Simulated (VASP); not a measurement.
Data:

```
CELL_PARAMETERS angstrom
      1.93466    -5.11241     0.00000
      1.93466     5.11241     0.00000
      0.00000     0.00000     3.81268
ATOMIC_POSITIONS crystal
  P  0.56400 0.43600 0.25000
  P  0.43600 0.56400 0.75000
  Ir 0.85475 0.14525 0.25000
  Ir 0.14525 0.85475 0.75000
```

These are PBE GGA, VASP's PBE PAW potentials (set 64) (plane waves; VASP) values and carry that method's errors. Numerical set-up: 300 eV cut-off, 6×6×6 Γ-centred mesh, Fermi-Dirac smearing of 0.10 eV, potentials P Ir.

At this cut-off the stress carries a Pulay error, which pulls relaxed volumes low.

**Question.** Which forces act on the atoms, in eV/Å?

**Answer.** 
```
atom     Fx      Fy     Fz
----  -----  ------  -----
P1    0.000  -1.940  0.000
P2    0.000   1.940  0.000
Ir3   0.000   0.169  0.000
Ir4   0.000  -0.169  0.000
```

**Question.** Give the stress tensor in GPa (positive for a compressed cell).

**Answer.** 
```
-27.81    0.00    0.00
  0.00  -27.30    0.00
  0.00    0.00  -17.55
```
The pressure is its mean diagonal, -24.22 GPa.

The structure was generated: PIr was put into an ordered model structure, which need not be its known phase. The cell was not relaxed at this level.
